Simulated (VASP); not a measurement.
Here is a VASP 6.6.1 calculation.

File INCAR:

```
SYSTEM = SnO
PREC = Accurate
ENCUT = 600
EDIFF = 1E-6
ISMEAR = 0
SIGMA = 0.03
LREAL = .FALSE.
LASPH = .TRUE.
NELM = 80
ALGO = Normal
ISIF = 3
LWAVE = .FALSE.
LCHARG = .FALSE.
IBRION = 2
NSW = 90
EDIFFG = -0.01
```

The input KPOINTS:

```
regular mesh
0
G
  8 8 6
  0 0 0
```

File POSCAR:

```
SnO
1.0
    3.7986000000      0.0000000000      0.0000000000
    0.0000000000      3.7986000000      0.0000000000
    0.0000000000      0.0000000000      4.8408000000
Sn O
2 2
Direct
    0.5000000000      0.0000000000      0.2369000000
    0.0000000000      0.5000000000      0.7631000000
    0.0000000000      0.0000000000      0.0000000000
    0.5000000000      0.5000000000      0.0000000000
```

Potentials or basis: VASP PAW LDA potentials, release 64 (Sn_d, O).

The run is started by

```console
$ cat potpaw_LDA.64/Sn_d/POTCAR potpaw_LDA.64/O/POTCAR > POTCAR
$ mpirun -np 1 vasp_std > vasp.out
```

Predict the relaxed volume.

16.45 Å³/atom.

What does it give for the space group after relaxing (to 0.05 Å)?

P4/nmm (No. 129).

Predict the relaxed cell.

a = 3.768 Å, b = 3.768 Å, c = 4.634 Å, α = 90.00°, β = 90.00°, γ = 90.00°.

What does it give for the band gap on the k mesh?

None (metal or under the smearing width).

Step by step:
```tsv
step	energy change (eV)	largest force (eV/Å)	pressure (GPa)	volume (Å³)
1	0.0000	0.0057	-2.04	69.85
2	-0.0054	0.4844	1.26	67.63
3	-0.0088	0.2817	-0.04	68.48
4	-0.0151	0.1852	-0.14	67.91
5	-0.0178	0.1661	-0.03	66.37
6	-0.0195	0.0262	-0.03	66.96
7	-0.0239	0.0232	-0.05	66.52
8	-0.0269	0.0222	0.00	65.98
9	-0.0238	0.0239	0.18	64.89
10	-0.0273	0.0145	0.03	65.72
11	-0.0273	0.0160	0.05	65.68
12	-0.0273	0.0002	-0.02	65.78
```

LDA usually gives volumes a few per cent too small. Zero-point motion and thermal expansion aren't in these numbers.
